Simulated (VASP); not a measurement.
TiMoSe4:

```
Ti Mo Se
1.0
     4.36729    0.00000    0.00000
     0.00000    4.36729    0.00000
     0.00000    0.00000    7.26426
Ti Mo Se
1 1 4
Direct
  0.50000 0.50000 0.50000
  0.00000 0.00000 0.00000
  0.50000 0.00000 0.69755
  0.00000 0.50000 0.30245
  0.50000 0.00000 0.30245
  0.00000 0.50000 0.69755
```

The cell was built by a generator and needn't be a form met in nature.

- Program: VASP 6.6.1
- Task: relaxation of cell and atoms
- Functional: PBE
- Potentials or basis: VASP PAW PBE potentials, release 64 (Ti_sv, Mo_sv, Se)
- Cutoff: 520 eV
- k mesh: 3 × 3 × 2
- Occupations: gaussian, width 0.15 eV
- Spin: no spin polarisation

At the start: pressure -3.3 GPa; volume 23.09 Å³/atom.

**Question.** How do energy, volume and symmetry change on relaxing?

**Answer.** Over 11 steps the energy falls by 580.1 meV/atom and the volume is 20.13 Å³/atom (-12.8 %); space group P4/mmm (No. 123, to 0.05 Å).

The path:
```
step  energy change (eV)  largest force (eV/Å)  pressure (GPa)  volume (Å³)
   1              0.0000                2.5602           -3.26       138.55
   2             -1.6207                2.3913           -1.20       129.19
   3             -1.9613                1.7615           26.09       102.64
   4             -2.5988                1.9033            6.71       117.44
   5             -2.7788                0.7600           13.98       109.93
   6             -3.2878                0.6565            5.52       116.15
   7             -3.2904                0.8303            4.86       116.86
   8             -3.4248                0.3206            1.00       120.46
   9             -3.4417                0.0904           -0.55       122.45
  10             -3.4583                0.0654           -0.62       122.04
  11             -3.4807                0.0016            0.19       120.79
```

Final structure:
```
CELL_PARAMETERS angstrom
4.60969 0.00000 0.00000
0.00000 4.60969 0.00000
0.00000 0.00000 5.68438
ATOMIC_POSITIONS crystal
Ti 0.50000 0.50000 0.50000
Mo 0.00000 0.00000 0.00000
Se 0.50000 0.00000 0.75438
Se 0.00000 0.50000 0.24562
Se 0.50000 0.00000 0.24562
Se 0.00000 0.50000 0.75438
```

Caveat: the k mesh is coarse (spacing up to 0.48 Å⁻¹), so the values aren't converged.
